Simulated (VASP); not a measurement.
Level of theory: LDA (Ceperley-Alder, Perdew-Zunger), VASP's LDA PAW potentials (set 64) (plane waves; VASP).

A VASP calculation is set up with these files.

**INCAR**
```
SYSTEM = Mg
PREC = Accurate
ENCUT = 400
EDIFF = 1E-8
NELM = 100
ALGO = Normal
LREAL = .FALSE.
LASPH = .TRUE.
ISMEAR = 1
SIGMA = 0.1
LWAVE = .FALSE.
LCHARG = .FALSE.
IBRION = 1
ISIF = 2
NSW = 30
EDIFFG = -0.001
```

KPOINTS:
```
K-points
0
Gamma
 12 12 7
```

### POSCAR
```
Mg
1
    1.5708014568    -2.7207083564     0.0000000000
    1.5708014568     2.7207083564     0.0000000000
    0.0000000000     0.0000000000     5.0035671278
Mg
2
Direct
  0.3333330000   0.6666670000   0.2500000000
  0.6666670000   0.3333330000   0.7500000000
```

POTCAR, in this order: Mg (LDA.64 set). Program: vasp_std.

What VASP printed:

OSZICAR:
```
       N       E                     dE             d eps       ncg     rms          rms(c)
DAV:   1    -0.125334345894E+01   -0.12533E+01   -0.11640E+03   912   0.387E+02
DAV:   2    -0.361829845058E+01   -0.23650E+01   -0.22940E+01  1290   0.258E+01
DAV:   3    -0.364379408154E+01   -0.25496E-01   -0.25495E-01  1290   0.291E+00
DAV:   4    -0.364389819451E+01   -0.10411E-03   -0.10411E-03  1278   0.135E-01
DAV:   5    -0.364389833430E+01   -0.13979E-06   -0.14000E-06  1284   0.537E-03    0.943E-01
DAV:   6    -0.363211988774E+01    0.11778E-01   -0.51533E-04  1122   0.190E-01    0.599E-01
DAV:   7    -0.362283376675E+01    0.92861E-02   -0.18068E-03   990   0.348E-01    0.297E-02
DAV:   8    -0.362282509328E+01    0.86735E-05   -0.13007E-05  1512   0.272E-02    0.671E-03
DAV:   9    -0.362282401606E+01    0.10772E-05   -0.75381E-07  1104   0.601E-03    0.600E-04
DAV:  10    -0.362282399988E+01    0.16180E-07   -0.29609E-09  1266   0.502E-04    0.101E-04
DAV:  11    -0.362282399978E+01    0.95056E-10   -0.93002E-11   732   0.940E-05
   1 F= -.36228240E+01 E0= -.36229622E+01  d E =-.362282E+01
```

File OUTCAR:
```
------------------------ aborting loop because EDIFF is reached ----------------------------------------
  FORCE on cell =-STRESS in cart. coord.  units (eV):
  Direction    XX          YY          ZZ          XY          YZ          ZX
  --------------------------------------------------------------------------------------
  Total        0.0198256      0.0198256      0.0189370      0.0000000     -0.0000000      0.0000000
  in kB        0.7427176      0.7427178      0.7094291      0.0000000     -0.0000000      0.0000000
  external PRESSURE =       0.7316215 kB  Pullay stress =       0.0000000 kB
  volume of cell :       42.77
      direct lattice vectors                 reciprocal lattice vectors
     1.570801457 -2.720708356  0.000000000     0.318308847 -0.183775670  0.000000000
     1.570801457  2.720708356  0.000000000     0.318308847  0.183775670  0.000000000
     0.000000000  0.000000000  5.003567128     0.000000000  0.000000000  0.199857417
 POSITION                                       TOTAL-FORCE (eV/Angst)
 -----------------------------------------------------------------------------------
      1.57080      0.90690      1.25089        -0.000000      0.000000      0.000000
      1.57080     -0.90690      3.75268         0.000000     -0.000000      0.000000
 -----------------------------------------------------------------------------------
    total drift:                               -0.000000     -0.000006      0.000001
  FREE ENERGIE OF THE ION-ELECTRON SYSTEM (eV)
  ---------------------------------------------------
  free  energy   TOTEN  =        -3.6228239998 eV

  energy  without entropy=       -3.6232385065  energy(sigma->0) =       -3.62296217

 reached required accuracy - stopping structural energy minimisation
```
(Selected blocks of OUTCAR.)

The compound is Mg in the hcp structure. It was relaxed first, which changed the volume by -8 %. The start is the result of an earlier pass.
